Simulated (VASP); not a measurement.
Here is the system:

```xyz
3
Lattice="0.0000 3.3354 3.3354 3.3354 0.0000 3.3354 3.3354 3.3354 0.0000" Properties=species:S:1:pos:R:3 pbc="T T T"
Na     1.6677     1.6677     1.6677
Na     5.0031     5.0031     5.0031
S      0.0000     0.0000     0.0000
```

Calculation: PBE GGA, VASP's PBE PAW potentials (set 64) (plane waves; VASP). Numerical set-up: 400 eV cut-off, 5×5×5 Γ-centred mesh, Fermi-Dirac smearing of 0.010 eV, potentials Na_pv S.

Task: Predict the energy per atom (σ→0), pressure, band gap (on the k-mesh) with the smallest direct gap where there is one.

Result: 
```
Item                                         Result
-----------------------------------  --------------
band gap (on the k-mesh)                    2.30 eV
smallest direct gap (on the k-mesh)         2.30 eV
energy per atom (σ→0)                -3.321 eV/atom
pressure                                  -1.34 GPa
```

Only differences to runs with the same potentials and settings are physical.

The compound is Na2S in the antifluorite structure. The cell was not relaxed at this level. The run is one of a series of settings (ISMEAR = -1, SIGMA = 0.01 against the base run), some of them coarse on purpose.
